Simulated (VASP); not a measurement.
Level of theory: vdW-DF2, VASP's PBE PAW potentials (set 64) (plane waves; VASP).

A VASP calculation is set up with these files.

**INCAR**
```
# general
SYSTEM  =GaP
PREC    =Accurate
ENCUT   =520
LREAL   =.False.
LASPH   =.True.

# electronic loop
EDIFF   =1E-6
NELM    =100
ALGO    =Normal
LMAXMIX =4

# smearing
ISMEAR  =0
SIGMA   =0.05

# functional
GGA     =ML
LUSE_VDW=.True.
AGGAC   =0.0
ZAB_VDW =-1.8867

# ions
IBRION  =2
NSW     =60
ISIF    =3
EDIFFG  =-0.01

# output
LWAVE   =.False.
LCHARG  =.False.
```

### POSCAR
```
GaP
1.0
  0.0000000000   2.7250000000   2.7250000000
  2.7250000000   0.0000000000   2.7250000000
  2.7250000000   2.7250000000   0.0000000000
Ga P
1 1
Cartesian
  0.0000000000   0.0000000000   0.0000000000
  1.3625000000   1.3625000000   1.3625000000
```

File KPOINTS:
```
Regular mesh
0
Gamma
8 8 8
0 0 0
```

POTCAR, in this order: Ga_d P (PBE.64 set). Program: vasp_std.

### Question
What will the output report for the number of irreducible k-points (NKPTS), largest plane-wave count, number of space-group operations, FFT grid (NGX, NGY, NGZ)?

### Answer

```json
{
 "number of irreducible k-points (NKPTS)": "29",
 "largest_plane_wave_count": "1106",
 "number_of_space_group_operations": "24",
 "FFT grid (NGX, NGY, NGZ)": "30 × 30 × 30"
}
```

The compound is GaP in the zinc blende structure. This run relaxes it. Symmetry was kept, so distortions that lower it aren't found.
